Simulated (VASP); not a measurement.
An input for Quantum ESPRESSO's pw.x (written as the equivalent of a VASP run, and not itself run):

```
&CONTROL
  calculation = 'scf'
  pseudo_dir = './pseudo'
  outdir = './out'
  tprnfor = .true.
  tstress = .true.
/
&SYSTEM
  ibrav = 0
  nat = 5
  ntyp = 3
  ecutwfc = 84
  occupations = 'tetrahedra'
  input_dft = 'vdw-df-ob86'
/
&ELECTRONS
  conv_thr = 7.3e-09
  electron_maxstep = 100
/
ATOMIC_SPECIES
  Ba 137.327 Ba.upf
  Hf 178.490 Hf.upf
  O 15.999 O.upf
CELL_PARAMETERS angstrom
     4.1761225    0.0000000   -0.0000000
    -0.0000000    4.1761225   -0.0000000
    -0.0000000    0.0000000    4.1761225
ATOMIC_POSITIONS crystal
  Ba   0.0000000  0.0000000  0.0000000
  Hf   0.5000000  0.5000000  0.5000000
  O    0.5000000  0.0000000  0.5000000
  O    0.0000000  0.5000000  0.5000000
  O    0.5000000  0.5000000  0.0000000
K_POINTS automatic
  6 6 6 0 0 0
```

Translate this input to VASP (INCAR, KPOINTS, POSCAR, choice of POTCAR).

One answer among several that fit: 
### POSCAR
```
BaHfO3
1
    4.1761225134     0.0000000000    -0.0000000000
   -0.0000000000     4.1761225134    -0.0000000000
   -0.0000000000     0.0000000000     4.1761225134
Ba Hf O
1 1 3
Direct
  0.0000000000   0.0000000000   0.0000000000
  0.5000000000   0.5000000000   0.5000000000
  0.5000000000   0.0000000000   0.5000000000
  0.0000000000   0.5000000000   0.5000000000
  0.5000000000   0.5000000000   0.0000000000
```

### INCAR
```
AGGAC = 0.0
ALGO = Normal
EDIFF = 1E-7
ENCUT = 520
GGA = MK
ISIF = 2
ISMEAR = -5
LASPH = .TRUE.
LCHARG = .TRUE.
LMAXMIX = 6
LORBIT = 11
LREAL = .FALSE.
LUSE_VDW = .TRUE.
LWAVE = .FALSE.
NEDOS = 601
NELM = 100
PARAM1 = 0.1234
PARAM2 = 1.0
PREC = Accurate
SYSTEM = BaHfO3
```

File KPOINTS:
```
Regular mesh
0
Gamma
 6 6 6
```

POTCAR, in this order: Ba_sv Hf_pv O (PBE.64 set). Program: vasp_std.

What does not carry over: the potentials are each code's own (VASP's PAW set, PseudoDojo norm-conserving files in pw.x), so ENCUT and ecutwfc are chosen apart and not converted; conv_thr bounds pw.x's estimated SCF error, while EDIFF bounds the energy change between steps.

The compound is BaHfO3 in the cubic perovskite structure. It was relaxed first.
